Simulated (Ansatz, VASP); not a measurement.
## Two plane-wave programs on AgPbF4

```
Ag Pb F
1.0
     4.03446    0.00000    0.00000
    -2.01723    3.49395    0.00000
     0.00000    0.00000    5.92501
Ag Pb F
1 1 4
Direct
  0.00000 0.00000 0.50000
  0.00000 0.00000 0.00000
  0.33333 0.66667 0.23608
  0.33333 0.66667 0.76392
  0.66667 0.33333 0.23608
  0.66667 0.33333 0.76392
```

Alike in both runs: functional PBE; k mesh 6 × 6 × 2; occupations gaussian, width 0.1 eV; no spin polarisation.

Ansatz relaxed the structure, and its values are those at the end. VASP's run is a single point on that final structure, the one shown.

|  | VASP | Ansatz |
| --- | --- | --- |
| version | VASP 6.6.1 | Ansatz 0.2.0 |
| potentials or method | VASP PAW PBE potentials, release 64 (Ag, Pb_d, F) | scalar-relativistic, plane waves, PAW |
| plane-wave cutoff (eV) | 520 | 420 |
| valence electrons in the cell | 53 | 61 |

VASP gave:

```
gap on the k mesh at the Fermi level (eV) : none
pressure (GPa)                            : 0.0
rms of the force components (eV/Å)        : 0.009
```

What did Ansatz give for the same quantities?

gap on the k mesh at the Fermi level (eV): none; pressure (GPa): 0.3; rms of the force components (eV/Å): 0.005.

A gap of «none» marks a metal or a gap that the smearing closes. The two sets of potentials don't hold the same shells in valence.

Caveats: the k mesh is coarse (spacing up to 0.53 Å⁻¹), so the values aren't converged; an odd number of electrons without spin polarisation forces a metal; a magnetic or distorted state may lie lower. The runs have no spin-orbit coupling, so splittings on Pb are missing.
